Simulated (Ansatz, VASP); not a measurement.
# Ga37O57 (partly crystallised Ga2O3): VASP beside Ansatz

One calculation is typed for both programs; each brings its own data sets. How far apart do they land? Of the first pair: The structure shown is the start of the Ansatz relaxation below; VASP solves that cell, so the two are compared at the walk's first step.

Program: Ansatz 0.2.0. Level of theory: plane waves, with VASP 6.6.1 beside it; single point at PBE. Results are calculated unless marked as measured.

### Step 1. Starting point

The cell holds 94 atoms: 37 Ga and 57 O. Its edges and angles: a = 10.264 Å, b = 10.264 Å, c = 10.264 Å, α = 90.0°, β = 90.0°, γ = 90.0°. It derives from Ga2O3 (partly crystallised Ga2O3). As first built, before any earlier steps moved the atoms (in the runner's words): 95 atoms (38 Fe, 57 O) placed at random at 4.7 g/cm^3, melted at 5000 K for 10 ps at fixed volume with the Morse and Coulomb pair potential with partial charges (Pedone, Malavasi, Menziani, Cormack and Segre, J. Phys. Chem. B 110, 11780 (2006)). Quenched from 5000 K to 300 K at 50 K/ps and fixed volume, held 5 ps, then minimised at fixed cell. Then Fe was replaced by Ga and the cell scaled by 1.003 (the potential has no terms for the new elements, so the cell is a start for a DFT relaxation). Nearest the centre at fractional (0.486, 0.191, 0.678): O80 at 1.99 Å, O87 at 2.00 Å, O46 at 2.00 Å, O64 at 2.00 Å, O50 at 2.21 Å, O90 at 2.39 Å, Ga16 at 3.02 Å, Ga31 at 3.04 Å.

### Step 2. Ansatz: relaxation, PBE

Ansatz runs on its default PAW (the set named soft_2) files.

The two programs are compared at the cell with which this relaxation starts, whose forces are those of its first step.

input.yaml

```yaml
crystal:
  lattice:
    - [10.2635, 0.0, 0.0]
    - [0.0, 10.2635, 0.0]
    - [0.0, 0.0, 10.2635]
  atoms:
    - { symbol: Ga, position: [0.30384, 0.398, 0.86674] }
    - { symbol: Ga, position: [0.53386, 0.78969, 0.13427] }
[... 4 atom lines left out ...]
    - { symbol: Ga, position: [0.44839, 0.37807, 0.37948] }
[... 2 atom lines left out ...]
    - { symbol: Ga, position: [0.73446, 0.4489, 0.6311] }
[... 1 atom line left out ...]
    - { symbol: Ga, position: [0.18937, 0.05811, 0.7214] }
    - { symbol: Ga, position: [0.17646, 0.30941, 0.49978] }
[... 1 atom line left out ...]
    - { symbol: Ga, position: [0.33281, 0.60302, 0.60882] }
    - { symbol: Ga, position: [0.3768, 0.10891, 0.41712] }
[... 3 atom lines left out ...]
    - { symbol: Ga, position: [0.67619, 0.30369, 0.90425] }
[... 1 atom line left out ...]
    - { symbol: Ga, position: [0.77939, 0.14908, 0.5371] }
[... 5 atom lines left out ...]
    - { symbol: Ga, position: [0.55828, 0.60167, 0.87439] }
[... 1 atom line left out ...]
    - { symbol: Ga, position: [0.63665, 0.92972, 0.91027] }
    - { symbol: Ga, position: [0.45279, 0.89627, 0.6737] }
[... 1 atom line left out ...]
    - { symbol: Ga, position: [0.62726, 0.92198, 0.40911] }
    - { symbol: Ga, position: [0.41164, 0.10123, 0.95645] }
    - { symbol: Ga, position: [0.31257, 0.78651, 0.86947] }
[... 4 atom lines left out ...]
    - { symbol: O, position: [0.5564, 0.80547, 0.55698] }
    - { symbol: O, position: [0.86009, 0.29248, 0.92187] }
[... 1 atom line left out ...]
    - { symbol: O, position: [0.65702, 0.46822, 0.98351] }
[... 1 atom line left out ...]
    - { symbol: O, position: [0.85251, 0.11986, 0.7017] }
    - { symbol: O, position: [0.53556, 0.0401, 0.79103], spin: 0.6 }
    - { symbol: O, position: [0.41943, 0.94526, 0.36219] }
[... 2 atom lines left out ...]
    - { symbol: O, position: [0.34723, 0.03855, 0.61678], spin: 0.6 }
[... 2 atom lines left out ...]
    - { symbol: O, position: [0.47483, 0.21298, 0.28848] }
[... 2 atom lines left out ...]
    - { symbol: O, position: [0.2734, 0.41108, 0.32468] }
[... 1 atom line left out ...]
    - { symbol: O, position: [0.78551, 0.0436, 0.98747] }
[... 2 atom lines left out ...]
    - { symbol: O, position: [0.45999, 0.52772, 0.50443] }
[... 1 atom line left out ...]
    - { symbol: O, position: [0.40521, 0.52838, 0.7868] }
    - { symbol: O, position: [0.62337, 0.31953, 0.7293], spin: 0.6 }
    - { symbol: O, position: [0.90758, 0.4047, 0.68387] }
[... 1 atom line left out ...]
    - { symbol: O, position: [0.55962, 0.21201, 0.01367] }
    - { symbol: O, position: [0.27158, 0.97078, 0.88319] }
[... 7 atom lines left out ...]
    - { symbol: O, position: [0.29771, 0.76827, 0.68559] }
[... 2 atom lines left out ...]
    - { symbol: O, position: [0.77995, 0.85327, 0.77559] }
    - { symbol: O, position: [0.36125, 0.23171, 0.81993], spin: 0.6 }
[... 1 atom line left out ...]
    - { symbol: O, position: [0.50128, 0.79434, 0.83216] }
    - { symbol: O, position: [0.19893, 0.17037, 0.35788] }
    - { symbol: O, position: [0.50388, 0.96332, 0.05523] }
    - { symbol: O, position: [0.11902, 0.21516, 0.64839] }
    - { symbol: O, position: [0.19606, 0.47789, 0.60131] }
    - { symbol: O, position: [0.39101, 0.2662, 0.52557], spin: 0.6 }
    - { symbol: O, position: [0.11638, 0.41924, 0.85476] }
[... 1 atom line left out ...]
    - { symbol: O, position: [0.61405, 0.07641, 0.52088], spin: 0.6 }
    - { symbol: O, position: [0.71152, 0.60811, 0.76331] }
[... 1 atom line left out ...]
    - { symbol: O, position: [0.74028, 0.32743, 0.48838] }
    - { symbol: O, position: [0.27064, 0.1475, 0.07826] }
magnetization:
  spin_polarized: true
kpoints:
  mp_grid: { grid: [1, 1, 1] }
hamiltonian:
  xc: pbe
scf:
  occupations: { method: fermi_dirac, width: 0.025 }
  lower_state_search: "off"
output:
  forces: true
  eigenvalues: true
relax:
  f_tol: 0.05
  max_steps: 90
```

On the command line:

```bash
$ ansatz run input.yaml --threads 4 --pin off --max-ram 8192MiB --backend cpu --events-out ev --progress --plain --runs-dir out
```

Numbers of over 12 decimals in the logs are rounded to 6 here.

The program printed:

```text
Engine: ansatz 0.2.0, aarch64-unknown-linux-gnu
Pseudopotentials: kind: paw
Pseudopotential: Ga, paw, valence charge 13, recommended cutoff 420 eV (normal), Ga.paw.azcp
Pseudopotential: O, paw, valence charge 6, recommended cutoff 420 eV (normal), O.paw.azcp
Functional definition: PBE
  parameter kappa = 0.804
  parameter beta = 0.066725
  exchange = pbe_x(kappa = kappa, mu = beta*pi^2/3)
  correlation = pbe_c(beta = beta)
Crystal: 94 atoms, lattice volume = 1081.151 Å³
Basis set: ecut = 420 eV, 21247 PW (Γ), exchange–correlation on 144×144×144 points (8 copies of the dense FFT grid, shifted against one another)
Bands: 508, of which v1, the nominal top of the filled ones, is band 412 counted from 1 (411 counted from 0)
Symmetry: 1 space group operations
Space group: P1 (ITA 1), of the structure as read, at distance tolerance 1.0e-4 Å
Magnetic group: BNS 1.1 (UNI 1), of the structure as read, at distance tolerance 1.0e-4 Å
k-points: 1
Non-local potential: Ga, projectors of the file, l = 0: 2, l = 1: 2, l = 2: 3, l = 3: 1
Non-local potential: O, projectors of the file, l = 0: 2, l = 1: 2, l = 2: 1
PAW form: soft (Blöchl's): semilocal exchange-correlation on the pseudo side does not see the compensation charge
PAW one-centre angular grid: Ga, 590 points (default); XC on 64 Gauss nodes
PAW one-centre angular grid: O, 110 points (default); XC on 64 Gauss nodes
Initial density: superposition of atomic densities (chi_scale 0.1, normalization cell, long waves kept (reshape's long-wave potential 0.45 eV rms))
Starting moments: Σ|m| = 3.6 μB on 6 of 94 sites
Initial wavefunctions: pseudopotential atomic-orbital guess
Functional: x = pbe(κ = 0.804, μ = 0.219515), c = pbe(β = 0.066725)
SCF iter   1: F=—  HF=-172349.739320 eV  |F-HF|=—  |Δ(HF+E_count)|=         —  Δρ=5.51e-2 (↑5.33e-2 ↓5.51e-2)  dr2=7.42e1  dr2_m=9.71e-1  M=3.000 μB ∫|m|=3.500 μB  β_m=0.30  ethr=3.10e-3  ⟨swp⟩=6.0  Hψ=3174  notcnv=0  defer=111
preconditioner: auto → Kerker (q_TF=auto, 2.607 Å⁻¹)  [metal: Δε(μ)=0.026 eV  Ē_g=18.087 eV  σ=0.025 eV  W_gap=0.25  n_scr=340 (ndim 8)  ℏωp=32.4 eV  f_vac=0.016  D(μ)=19.71/eV (n_scr^D=92)]
spin=Collinear: Kerker preconditioning applied to the charge; magnetization (m = ρ↑ − ρ↓) channel mixes plain (no charge-response kernel on spin).
SCF iter   2: F=—  HF=-172337.695821 eV  |F-HF|=—  |Δ(HF+E_count)|=    1.20e1  Δρ=3.71e-2 (↑3.56e-2 ↓3.71e-2)  dr2=3.40e1  dr2_m=4.46e-1  M=3.000 μB ∫|m|=3.389 μB  β_m=0.30  ethr=3.10e-3  ⟨swp⟩=3.0  Hψ=1936  notcnv=0  defer=176
preconditioner: auto → Resta (q_TF=auto, 2.607 Å⁻¹)  ε∞=4.3  [insulator: Δε(μ)=0.122 eV  Ē_g=17.726 eV  σ=0.025 eV  W_gap=0.84  n_scr=340 (ndim 8)  ℏωp=32.4 eV  f_vac=0.016  D(μ)=6.10/eV (n_scr^D=18)  ε∞_Penn≈4.3]
spin=Collinear: Resta preconditioning applied to the charge; magnetization (m = ρ↑ − ρ↓) channel mixes plain (no charge-response kernel on spin).
SCF iter   3: F=—  HF=-172331.245527 eV  |F-HF|=—  |Δ(HF+E_count)|=    6.45e0  Δρ=3.33e-2 (↑1.66e-2 ↓3.33e-2)  dr2=3.11e1  dr2_m=1.46e0  M=2.998 μB ∫|m|=3.476 μB  β_m=0.30  ethr=3.10e-3  ⟨swp⟩=2.0  Hψ=1948  notcnv=0  defer=176
SCF iter   4: F=—  HF=-172327.612238 eV  |F-HF|=—  |Δ(HF+E_count)|=    3.63e0  Δρ=1.48e-2 (↑9.13e-3 ↓1.48e-2)  dr2=6.68e0  dr2_m=2.96e-1  M=3.000 μB ∫|m|=3.333 μB  β_m=0.30  ethr=3.10e-3  ⟨swp⟩=2.0  Hψ=1380  notcnv=0  defer=176
SCF iter   5: F=—  HF=-172326.856637 eV  |F-HF|=—  |Δ(HF+E_count)|=   7.56e-1  Δρ=1.32e-2 (↑6.37e-3 ↓1.32e-2)  dr2=4.34e0  dr2_m=3.39e-1  M=3.000 μB ∫|m|=3.331 μB  β_m=0.30  ethr=8.12e-4  ⟨swp⟩=2.0  Hψ=1742  notcnv=0  defer=176
SCF iter   6: F=—  HF=-172326.847550 eV  |F-HF|=—  |Δ(HF+E_count)|=   9.09e-3  Δρ=1.66e-2 (↑4.89e-3 ↓1.66e-2)  dr2=4.90e0  dr2_m=6.27e-1  M=2.962 μB ∫|m|=3.340 μB  β_m=0.30  ethr=5.28e-4  ⟨swp⟩=3.0  Hψ=1570  notcnv=0  defer=176
SCF iter   7: F=—  HF=-172326.877522 eV  |F-HF|=—  |Δ(HF+E_count)|=   3.00e-2  Δρ=1.29e-2 (↑3.83e-3 ↓1.29e-2)  dr2=2.73e0  dr2_m=3.89e-1  M=2.994 μB ∫|m|=3.340 μB  β_m=0.30  ethr=5.28e-4  ⟨swp⟩=2.0  Hψ=1184  notcnv=0  defer=176
SCF iter   8: F=—  HF=-172326.865129 eV  |F-HF|=—  |Δ(HF+E_count)|=   1.24e-2  Δρ=7.95e-3 (↑2.88e-3 ↓7.95e-3)  dr2=9.11e-1  dr2_m=1.55e-1  M=2.983 μB ∫|m|=3.320 μB  β_m=0.30  ethr=3.32e-4  ⟨swp⟩=2.0  Hψ=1584  notcnv=0  defer=176
SCF iter   9: F=—  HF=-172326.929884 eV  |F-HF|=—  |Δ(HF+E_count)|=   6.48e-2  Δρ=6.86e-3 (↑2.30e-3 ↓6.86e-3)  dr2=8.12e-1  dr2_m=1.03e-1  M=2.962 μB ∫|m|=3.291 μB  β_m=0.30  ethr=1.11e-4  ⟨swp⟩=2.0  Hψ=1575  notcnv=0  defer=176
Mixer restart at iter 9: flushing history
spin-set hold released at iteration 9 (site moments contracting): the magnetisation degrees of freedom join the quasi-Newton model from the next iteration; the mixer history was flushed
[...]
--- Relaxed structure (20 steps of the walk, 19 accepted, 0 SCFs on fresh bases) ---
  F+E_penalty+E_count = -172330.07383689 eV   max|allowed force component| = 2.882e-2 eV/Å
  atoms:
    - { symbol: Ga, position: [0.284485, 0.390740, 0.840126] }
    - { symbol: Ga, position: [0.545307, 0.785828, 0.129761] }
    - { symbol: Ga, position: [0.934456, 0.987521, 0.803762] }
    - { symbol: Ga, position: [0.968844, 0.268576, 0.771165] }
    - { symbol: Ga, position: [0.837499, 0.926474, 0.139720] }
    - { symbol: Ga, position: [0.069955, 0.471785, 0.015390] }
    - { symbol: Ga, position: [0.443414, 0.366130, 0.367991] }
    - { symbol: Ga, position: [0.873462, 0.328884, 0.365612] }
    - { symbol: Ga, position: [0.140510, 0.535752, 0.349990] }
    - { symbol: Ga, position: [0.726734, 0.433773, 0.628253] }
    - { symbol: Ga, position: [0.053841, 0.742268, 0.086024] }
    - { symbol: Ga, position: [0.221769, 0.082095, 0.721299] }
    - { symbol: Ga, position: [0.177193, 0.290877, 0.498317] }
    - { symbol: Ga, position: [0.277871, 0.843082, 0.318149] }
    - { symbol: Ga, position: [0.319250, 0.591384, 0.598300] }
    - { symbol: Ga, position: [0.427986, 0.100628, 0.450661] }
    - { symbol: Ga, position: [0.712877, 0.449576, 0.183098] }
    - { symbol: Ga, position: [0.139986, 0.022291, 0.029455] }
    - { symbol: Ga, position: [0.316085, 0.602254, 0.085190] }
    - { symbol: Ga, position: [0.665501, 0.327892, 0.911639] }
    - { symbol: Ga, position: [0.211207, 0.271751, 0.190394] }
    - { symbol: Ga, position: [0.770910, 0.141355, 0.549190] }
    - { symbol: Ga, position: [0.032263, 0.534332, 0.674109] }
    - { symbol: Ga, position: [0.906306, 0.202786, 0.062817] }
[...]
- { symbol: Ga, position: [0.657339, 0.957439, 0.926595] }
    - { symbol: Ga, position: [0.503142, 0.930926, 0.675950] }
    - { symbol: Ga, position: [0.043139, 0.051867, 0.349128] }
    - { symbol: Ga, position: [0.643594, 0.898971, 0.411037] }
    - { symbol: Ga, position: [0.415722, 0.114024, 0.949762] }
    - { symbol: Ga, position: [0.276589, 0.798025, 0.828947] }
    - { symbol: Ga, position: [0.583797, 0.609927, 0.410720] }
    - { symbol: Ga, position: [0.613340, 0.125018, 0.172720] }
    - { symbol: O, position: [1.027266, 0.651847, 0.458205] }
    - { symbol: O, position: [0.630501, 0.744051, 0.297835] }
    - { symbol: O, position: [0.581076, 0.801655, 0.569214] }
    - { symbol: O, position: [0.848041, 0.310423, 0.922637] }
    - { symbol: O, position: [0.566059, 0.474839, 0.284288] }
    - { symbol: O, position: [0.680724, 0.487344, 1.011952] }
    - { symbol: O, position: [0.820812, 0.829136, 0.477771] }
    - { symbol: O, position: [0.847157, 0.133898, 0.713092] }
    - { symbol: O, position: [0.545145, 0.043756, 0.815914] }
    - { symbol: O, position: [0.426647, 0.937658, 0.365827] }
    - { symbol: O, position: [0.125290, 0.904792, 0.418480] }
    - { symbol: O, position: [0.260999, 0.672091, 0.411554] }
    - { symbol: O, position: [0.352537, 0.012933, 0.610540] }
    - { symbol: O, position: [0.966265, 0.868761, 0.967596] }
    - { symbol: O, position: [0.990775, 0.055539, 0.167343] }
    - { symbol: O, position: [0.500104, 0.197773, 0.300836] }
    - { symbol: O, position: [0.781517, 0.275378, 0.201162] }
    - { symbol: O, position: [0.131291, 0.589993, 0.172098] }
    - { symbol: O, position: [0.283885, 0.412631, 0.284975] }
    - { symbol: O, position: [0.710410, -0.00619522, 0.264780] }
    - { symbol: O, position: [0.771669, 0.065722, 1.027569] }
    - { symbol: O, position: [0.727513, 0.586811, 0.525634] }
    - { symbol: O, position: [0.497865, 0.626834, 0.018358] }
    - { symbol: O, position: [0.452722, 0.525995, 0.497615] }
[...]
- { symbol: O, position: [0.365066, 0.267272, 0.506254] }
    - { symbol: O, position: [0.096061, 0.424740, 0.830755] }
    - { symbol: O, position: [0.923380, 0.786019, 0.217509] }
    - { symbol: O, position: [0.612587, 0.050577, 0.526658] }
    - { symbol: O, position: [0.705090, 0.640619, 0.788320] }
    - { symbol: O, position: [0.269992, 0.436159, 0.018960] }
    - { symbol: O, position: [0.730557, 0.312049, 0.489275] }
    - { symbol: O, position: [0.273757, 0.140607, 0.080091] }
```

### Step 3. VASP: single point, PBE, start cell, pair 1

The same cell, functional, mesh and smearing now go to VASP, with its own data sets.

Lines of VASP's logs that name or quote its potential files are left out, and so is its time.

INCAR

```
SYSTEM = Ga37O57
PREC = Accurate
ENCUT = 520
EDIFF = 1E-06
NELM = 200
ISMEAR = -1
SIGMA = 0.025
LREAL = Auto
ALGO = Normal
GGA = PE
NBANDS = 480
ISPIN = 2
MAGMOM = 0 -0 0 0 -0 -0 0 0 -0 -0 -0 0 0 -0 -0 -0 0 -0 0 0 -0 0 -0 0 0 0 -0 -0 -0 0 0 -0 -0 -0 0 -0 -0 0.16 0.01 0.01 0.1 0.01 0.44 0.01 0.01 0 0.08 0.03 0.51 0.03 0.01 0.04 0.01 0.01 -0 0.01 0 0.01 0.01 0.26 0.08 0 0.01 0 0 0.01 0 0 0.02 0.01 0 0.17 0 0.11 0.35 0.01 0 0.01 0 0.01 0.01 0.01 0 0.02 0 0 0 0 0.02 0 0 0.01 0 0.01
LORBIT = 11
LWAVE = .FALSE.
LCHARG = .FALSE.
ISIF = 2
LASPH = .TRUE.
GGA_COMPAT = .FALSE.
NCORE = 2
```

POSCAR

```
Ga37O57
1.0
   10.2635000000      0.0000000000      0.0000000000
    0.0000000000     10.2635000000      0.0000000000
    0.0000000000      0.0000000000     10.2635000000
Ga O
37 57
Direct
    0.3038437180      0.3980026307      0.8667413650
    0.5338627174      0.7896916257      0.1342719345
[... 4 atom lines left out ...]
    0.4483947971      0.3780679106      0.3794806840
[... 2 atom lines left out ...]
    0.7344570566      0.4489014469      0.6311005018
[... 1 atom line left out ...]
    0.1893700979      0.0581088323      0.7214010815
    0.1764602718      0.3094071223      0.4997807765
[... 1 atom line left out ...]
    0.3328104448      0.6030204121      0.6088176548
    0.3768012861      0.1089102158      0.4171189165
[... 3 atom lines left out ...]
    0.6761923321      0.3036878258      0.9042529352
[... 1 atom line left out ...]
    0.7793929946      0.1490816973      0.5370974814
[... 5 atom lines left out ...]
    0.5582793394      0.6016660983      0.8743898280
[... 1 atom line left out ...]
    0.6366541628      0.9297218298      0.9102742729
    0.4527890096      0.8962732011      0.6736980562
[... 1 atom line left out ...]
    0.6272616554      0.9219759341      0.4091099527
    0.4116432016      0.1012325230      0.9564476056
    0.3125736834      0.7865055780      0.8694694792
[... 4 atom lines left out ...]
    0.5563988893      0.8054659716      0.5569834852
    0.8600867151      0.2924830711      0.9218687582
[... 1 atom line left out ...]
    0.6570175866      0.4682223413      0.9835143957
[... 1 atom line left out ...]
    0.8525064549      0.1198616456      0.7017001997
    0.5355580455      0.0401032786      0.7910264530
    0.4194280703      0.9452623374      0.3621863887
[... 2 atom lines left out ...]
    0.3472304769      0.0385540995      0.6167779023
[... 2 atom lines left out ...]
    0.4748282750      0.2129780289      0.2884785892
[... 2 atom lines left out ...]
    0.2733960150      0.4110780923      0.3246845618
[... 1 atom line left out ...]
    0.7855117650      0.0436011107      0.9874701613
[... 2 atom lines left out ...]
    0.4599892824      0.5277244605      0.5044283139
[... 1 atom line left out ...]
    0.4052126468      0.5283772592      0.7867978760
    0.6233740927      0.3195303746      0.7293028694
    0.9075753885      0.4046962537      0.6838700248
[... 1 atom line left out ...]
    0.5596239100      0.2120134457      0.0136698008
    0.2715837677      0.9707799484      0.8831879963
[... 7 atom lines left out ...]
    0.2977054611      0.7682661860      0.6855945827
[... 2 atom lines left out ...]
    0.7799483607      0.8532664296      0.7755931213
    0.3612510352      0.2317143275      0.8199347201
[... 1 atom line left out ...]
    0.5012812393      0.7943391631      0.8321625177
    0.1989282409      0.1703707312      0.3578798655
    0.5038826911      0.9633166074      0.0552345691
    0.1190237249      0.2151605203      0.6483947971
    0.1960637210      0.4778876602      0.6013055975
    0.3910069664      0.2661957422      0.5255711989
    0.1163833000      0.4192429483      0.8547571491
[... 1 atom line left out ...]
    0.6140497881      0.0764066839      0.5208846885
    0.7115214108      0.6081063965      0.7633068641
[... 1 atom line left out ...]
    0.7402835290      0.3274321625      0.4883811565
    0.2706386710      0.1475032884      0.0782579042
```

KPOINTS

```
Automatic mesh
0
Gamma
1 1 1
0 0 0
```

The projector-augmented-wave data sets are Ga_d and O (PBE family, release 64).

On the command line:

```bash
$ mpirun -np 8 vasp_gam
```

The program printed:

```text
[banner, memory and clock lines left out]
running    8 mpi-ranks, on    1 nodes
[...]
LDA part: xc-table for (Slater+PW92), standard interpolation
 POSCAR, INCAR and KPOINTS ok, starting setup
[...]
entering main loop
       N       E                     dE             d eps       ncg     rms          rms(c)
DAV:   1     0.239241863424E+05    0.23924E+05   -0.28863E+05  1928   0.356E+03
DAV:   2     0.569063463606E+04   -0.18234E+05   -0.17367E+05  1920   0.104E+03
DAV:   3     0.258496311520E+03   -0.54321E+04   -0.51317E+04  2416   0.388E+02
DAV:   4    -0.545300243479E+03   -0.80380E+03   -0.77851E+03  2256   0.155E+02
[...]
DAV:  34    -0.543001328522E+03   -0.60101E-05   -0.37451E-05  2440   0.221E-02    0.169E-02
DAV:  35    -0.543001329650E+03   -0.11277E-05   -0.15129E-05  2296   0.183E-02    0.141E-02
DAV:  36    -0.543001329228E+03    0.42238E-06   -0.64393E-06  1856   0.119E-02
   1 F= -.54300133E+03 E0= -.54299074E+03  d E =-.211762E-01  mag=     2.9878
```

Parts of OUTCAR (step 3):

```text
  FREE ENERGIE OF THE ION-ELECTRON SYSTEM (eV)
  ---------------------------------------------------
  free  energy   TOTEN  =      -543.0013292277 eV

  energy  without entropy=     -542.9801530012  energy(sigma->0) =     -542.99074111

 magnetization (x)
# of ion       s       p       d       tot
------------------------------------------
    1       -0.005  -0.003   0.006  -0.002
    2       -0.001  -0.001   0.001  -0.001
    3       -0.001  -0.001   0.000  -0.001
    4       -0.001  -0.001  -0.000  -0.002
    5       -0.000  -0.000   0.000  -0.000
    6       -0.000  -0.000   0.000  -0.000
    7       -0.004   0.000   0.011   0.007
    8       -0.000   0.000   0.001   0.001
    9       -0.000  -0.000   0.000  -0.000
   10       -0.004  -0.003   0.003  -0.003
   11       -0.000  -0.000   0.000  -0.000
   12       -0.003  -0.004   0.002  -0.005
   13       -0.003  -0.003   0.002  -0.004
[...]
--------------------------------------------------
tot         -0.023   2.449   0.058   2.484

[... 2 further parts left out ...]
[key lines of the parts left out:]
E-fermi :   3.0382
```

The run ends at a pressure of -2.13 GPa, with forces up to 1.8 eV/Å.

### Step 4. Comparison

Known differences besides the potentials themselves: VASP starts from the moments at which Ansatz ended; the cutoff is 420 eV in Ansatz and 520 eV in VASP (PREC = Accurate, projectors in real space). Total energies have different zeros and are not compared.

Forces on 8 of the 94 atoms, those with the largest forces and the largest differences (eV/Å; atoms numbered as in POSCAR):

```
atom          Ansatz x, y, z            VASP x, y, z
Ga16     0.196, 0.799, 1.253     0.203, 0.750, 1.268
Ga34    0.157, 0.697, -0.897    0.157, 0.695, -0.897
 O46    0.306, -1.400, 0.729    0.304, -1.356, 0.704
 O50  -0.895, -0.756, -0.569  -0.885, -0.731, -0.597
 O62    -0.080, 0.065, 0.007   -0.051, 0.005, -0.012
 O64     0.961, 0.772, 0.304     0.923, 0.747, 0.275
 O87   -1.321, 0.083, -1.279   -1.322, 0.095, -1.209
 O90   0.431, -0.827, -0.808   0.374, -0.807, -0.786
```

The forces differ by 20 meV/Å r.m.s., which is 7.1 % of the r.m.s. force of 0.277 eV/Å (both taken over all components). Moments aren't recorded for both runs of this pair, so they may hold unlike magnetic states.

(Continued in part 2 of 2.)

[Lines on the potential files, build, host, timing and source positions are cut from VASP's logs without a mark.]

[Logs are printed without paths, hosts, clocks, repeated set-up lines and the standing remarks that a program may print on its own settings, such as how far it seeks lower states.]

[Hosts, paths, dates, database ids (printed as entryN), source tags and the programs' standing remarks are cut or masked in the printed files.]
